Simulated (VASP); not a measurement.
Output of a VASP run:

OSZICAR:
```
       N       E                     dE             d eps       ncg     rms          rms(c)
DAV:   1     0.198887380523E+03    0.19889E+03   -0.15941E+04  1478   0.214E+03
DAV:   2    -0.195098177724E+02   -0.21840E+03   -0.21042E+03  1470   0.372E+02
DAV:   3    -0.301453100152E+02   -0.10635E+02   -0.10191E+02  1594   0.110E+02
DAV:   4    -0.303918794253E+02   -0.24657E+00   -0.24504E+00  1745   0.147E+01
DAV:   5    -0.304004400530E+02   -0.85606E-02   -0.85593E-02  1723   0.265E+00    0.203E+01
DAV:   6    -0.304195666975E+02   -0.19127E-01   -0.65812E+01  1690   0.131E+02    0.183E+01
DAV:   7    -0.262444120981E+02    0.41752E+01   -0.18661E+01  1654   0.723E+01    0.380E+00
DAV:   8    -0.262119224535E+02    0.32490E-01   -0.84425E-01  1528   0.666E+00    0.144E+00
DAV:   9    -0.261918983725E+02    0.20024E-01   -0.40543E-02  1989   0.290E+00    0.559E-01
DAV:  10    -0.261892510031E+02    0.26474E-02   -0.32311E-03  1955   0.470E-01    0.251E-01
DAV:  11    -0.261886942849E+02    0.55672E-03   -0.81067E-04  2227   0.336E-01    0.550E-02
DAV:  12    -0.261886908549E+02    0.34300E-05   -0.11964E-04  1550   0.126E-01    0.160E-02
DAV:  13    -0.261886896367E+02    0.12181E-05   -0.75943E-06  1725   0.184E-02    0.963E-03
DAV:  14    -0.261886892658E+02    0.37092E-06   -0.89196E-07  1931   0.112E-02    0.306E-03
DAV:  15    -0.261886891553E+02    0.11052E-06   -0.31036E-07  1340   0.737E-03    0.767E-04
DAV:  16    -0.261886891559E+02   -0.59799E-09   -0.14507E-08   850   0.158E-03
   1 F= -.26188689E+02 E0= -.26188828E+02  d E =0.415783E-03
```

OUTCAR:
```
------------------------ aborting loop because EDIFF is reached ----------------------------------------
  FORCE on cell =-STRESS in cart. coord.  units (eV):
  Direction    XX          YY          ZZ          XY          YZ          ZX
  --------------------------------------------------------------------------------------
  Total       -3.3811097     -3.3811097     -3.3811097     -0.0000000     -0.0000000     -0.0000000
  in kB     -123.0690303   -123.0690303   -123.0690303     -0.0000000     -0.0000000     -0.0000000
  external PRESSURE =    -123.0690303 kB  Pullay stress =       0.0000000 kB
  volume of cell :       44.02
      direct lattice vectors                 reciprocal lattice vectors
     3.530804630  0.000000000  0.000000000     0.283221561  0.000000000  0.000000000
     0.000000000  3.530804630  0.000000000     0.000000000  0.283221561  0.000000000
     0.000000000  0.000000000  3.530804630     0.000000000  0.000000000  0.283221561
 POSITION                                       TOTAL-FORCE (eV/Angst)
 -----------------------------------------------------------------------------------
      0.00000      0.00000      0.00000         0.000000      0.000000      0.000000
      0.00000      1.76540      1.76540         0.000000      0.000000      0.000000
      1.76540      0.00000      1.76540         0.000000      0.000000      0.000000
      1.76540      1.76540      0.00000         0.000000      0.000000      0.000000
 -----------------------------------------------------------------------------------
    total drift:                                0.000000      0.000000      0.000000
  FREE ENERGIE OF THE ION-ELECTRON SYSTEM (eV)
  ---------------------------------------------------
  free  energy   TOTEN  =       -26.1886891559 eV

  energy  without entropy=      -26.1891049385  energy(sigma->0) =      -26.18882775
```
(Selected blocks of OUTCAR.)

**POSCAR**
```
Ni3Si
1
    3.5308046301     0.0000000000     0.0000000000
    0.0000000000     3.5308046301     0.0000000000
    0.0000000000     0.0000000000     3.5308046301
Si Ni
1 3
Direct
  0.0000000000   0.0000000000   0.0000000000
  0.0000000000   0.5000000000   0.5000000000
  0.5000000000   0.0000000000   0.5000000000
  0.5000000000   0.5000000000   0.0000000000
```

### Question
Reconstruct the remaining input files.

### Answer
Several could match; the one computed here: the input of the run itself, PBEsol GGA, plane waves, VASP's PBE PAW potentials (set 64).

**KPOINTS**
```
Automatic
0
Gamma
  9 9 9
0 0 0
```

### INCAR
```
ALGO=Normal
EDIFF=1E-7
ENCUT=520
GGA=PS
ISIF=2
ISMEAR=1
LASPH=.True.
LCHARG=.False.
LMAXMIX=4
LREAL=.False.
LWAVE=.False.
NELM=100
PREC=Accurate
SIGMA=0.1
SYSTEM=Ni3Si
```

POTCAR, in this order: Si Ni (PBE.64 set). Program: vasp_std.

The compound is Ni3Si in the L1_2 structure. This cell is one point of a volume scan, at 1.06 of the reference volume. The run is not spin-polarised, so no magnetic state was tried.
